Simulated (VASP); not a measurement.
Calculation: rev-vdW-DF2, VASP's PBE PAW potentials (set 64) (plane waves; VASP).

VASP ran on this input.

### KPOINTS
```
Automatic mesh
0
Gamma
10 10 10
0 0 0
```

INCAR:
```
! general
SYSTEM    =  K
PREC      =  Accurate
ENCUT     =  520   ! plane-wave cut-off (eV)
LREAL     =  .False.   ! projection in real space or not
LASPH     =  .True.   ! aspherical one-centre terms

! electronic loop
EDIFF     =  1E-7
NELM      =  100   ! most electronic steps
ALGO      =  Normal   ! blocked Davidson

! smearing
ISMEAR    =  1   ! Methfessel-Paxton
SIGMA     =  0.1   ! width (eV)

! functional
GGA       =  MK
LUSE_VDW  =  .True.
AGGAC     =  0.0
PARAM1    =  0.1234568
PARAM2    =  0.7114
ZAB_VDW   =  -1.8867

! ions
ISIF      =  2

! output
LWAVE     =  .False.
LCHARG    =  .False.
```

**POSCAR**
```
K
1
   -2.5727018183     2.5727018183     2.5727018183
    2.5727018183    -2.5727018183     2.5727018183
    2.5727018183     2.5727018183    -2.5727018183
K
1
Direct
  0.0000000000   0.0000000000   0.0000000000
```

POTCAR, in this order: K_sv (PBE.64 set). Program: vasp_std.

Output of the run:

OSZICAR:
```
       N       E                     dE             d eps       ncg     rms          rms(c)
DAV:   1     0.499603146175E+02    0.49960E+02   -0.37890E+03   752   0.880E+02
DAV:   2     0.239268501926E+01   -0.47568E+02   -0.47258E+02   768   0.214E+02
DAV:   3     0.977336732064E+00   -0.14153E+01   -0.14140E+01  1168   0.350E+01
DAV:   4     0.941470090207E+00   -0.35867E-01   -0.35845E-01  1200   0.419E+00
DAV:   5     0.941153329612E+00   -0.31676E-03   -0.31676E-03  1248   0.287E-01    0.265E+00
DAV:   6     0.941941630339E+00    0.78830E-03   -0.21512E-03  1240   0.347E-01    0.166E+00
DAV:   7     0.941643332295E+00   -0.29830E-03   -0.45079E-03  1104   0.465E-01    0.646E-02
DAV:   8     0.941550205159E+00   -0.93127E-04   -0.27955E-04  1192   0.197E-01    0.266E-02
DAV:   9     0.941502319300E+00   -0.47886E-04   -0.56993E-05   928   0.505E-02    0.197E-02
DAV:  10     0.941499743318E+00   -0.25760E-05   -0.14579E-05  1288   0.303E-02    0.332E-03
DAV:  11     0.941499525598E+00   -0.21772E-06   -0.43158E-07  1144   0.447E-03    0.177E-03
DAV:  12     0.941499641913E+00    0.11632E-06   -0.18202E-07  1152   0.252E-03    0.294E-04
DAV:  13     0.941499613360E+00   -0.28553E-07   -0.28485E-09   672   0.406E-04
   1 F= 0.94149961E+00 E0= 0.94184301E+00  d E =-.103018E-02
```

**OUTCAR**
```
------------------------ aborting loop because EDIFF is reached ----------------------------------------
  FORCE on cell =-STRESS in cart. coord.  units (eV):
  Direction    XX          YY          ZZ          XY          YZ          ZX
  --------------------------------------------------------------------------------------
  Total        0.0544385      0.0544385      0.0544385     -0.0000000      0.0000000     -0.0000000
  in kB        1.2805254      1.2805254      1.2805254     -0.0000000      0.0000000     -0.0000000
  external PRESSURE =       1.2805254 kB  Pullay stress =       0.0000000 kB
  volume of cell :       68.11
      direct lattice vectors                 reciprocal lattice vectors
    -2.572701818  2.572701818  2.572701818     0.000000000  0.194348213  0.194348213
     2.572701818 -2.572701818  2.572701818     0.194348213  0.000000000  0.194348213
     2.572701818  2.572701818 -2.572701818     0.194348213  0.194348213  0.000000000
 POSITION                                       TOTAL-FORCE (eV/Angst)
 -----------------------------------------------------------------------------------
      0.00000      0.00000      0.00000         0.000000      0.000000     -0.000000
 -----------------------------------------------------------------------------------
    total drift:                               -0.000000      0.000000      0.000000
  FREE ENERGIE OF THE ION-ELECTRON SYSTEM (eV)
  ---------------------------------------------------
  free  energy   TOTEN  =         0.9414996134 eV

  energy  without entropy=        0.9425297925  energy(sigma->0) =        0.94184301
```
(Selected blocks of OUTCAR.)

OUTCAR:
```
 val. band max:       -0.0082559899   @ k =   0.3000   0.2000   0.0000

 cond. band min:       0.0888261687   @ k =  -0.4000   0.4000   0.2000


 Fermi energy:        -0.0022831855

 k-point     1 :       0.0000    0.0000    0.0000
  band No.  band energies     occupation
      1     -32.0326      2.00000
      2     -15.5407      2.00000
      3     -15.5407      2.00000
      4     -15.5407      2.00000
      5      -2.2737      2.00000
      6       4.2977      0.00000
      7       4.2977      0.00000
      8       4.2977      0.00000

 k-point     2 :       0.1000    0.0000    0.0000
  band No.  band energies     occupation
      1     -32.0320      2.00000
      2     -15.5495      2.00000
      3     -15.5436      2.00000
      4     -15.5407      2.00000
      5      -2.1409      2.00000
      6       4.1081      0.00000
      7       4.1384      0.00000
      8       4.4070      0.00000

 k-point     3 :       0.2000    0.0000    0.0000
  band No.  band energies     occupation
      1     -32.0305      2.00000
      2     -15.5721      2.00000
      3     -15.5511      2.00000
      4     -15.5407      2.00000
      5      -1.7523      2.00000
      6       3.4121      0.00000
      7       3.7936      0.00000
      8       4.7303      0.00000

 k-point     4 :       0.3000    0.0000    0.0000
  band No.  band energies     occupation
      1     -32.0287      2.00000
      2     -15.5998      2.00000
      3     -15.5603      2.00000
      4     -15.5407      2.00000
      5      -1.1369      2.00000
      6       2.5049      0.00000
      7       3.4554      0.00000
      8       5.1115      0.00000

 k-point     5 :       0.4000    0.0000    0.0000
  band No.  band energies     occupation
      1     -32.0271      2.00000
      2     -15.6219      2.00000
      3     -15.5677      2.00000
      4     -15.5407      2.00000
      5      -0.3447      2.00001
      6       1.5617     -0.00000
      7       3.2256      0.00000
...
```

The compound is K in the bcc structure. This cell is one point of a volume scan, at 0.97 of the reference volume.
